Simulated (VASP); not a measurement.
Input:

```
HgSe
1.0
    0.00000     3.04000     3.04000
    3.04000     0.00000     3.04000
    3.04000     3.04000     0.00000
Hg Se
1 1
Direct
  0.00000   0.00000   0.00000
  0.25000   0.25000   0.25000
```

All values below come from LDA (Ceperley-Alder, Perdew-Zunger), VASP's LDA PAW potentials (set 64) (plane waves; VASP). Run with 500 eV cut-off, 10×10×10 Γ-centred mesh, first-order Methfessel-Paxton smearing of 0.10 eV, potentials Hg Se.

Unless said otherwise, spin-orbit coupling is left out, though it shifts the bands of the heavy elements here.

Q: What does the run give for the energy per atom (σ→0), band gap (on the k-mesh) with the smallest direct gap where there is one?

A: 
```json
{
 "band gap (on the k-mesh)": "none (metal, semimetal or under 0.01 eV)",
 "energy per atom (σ→0)": "-2.747 eV/atom"
}
```

The compound is HgSe in the zinc blende structure. The cell was not relaxed at this level.
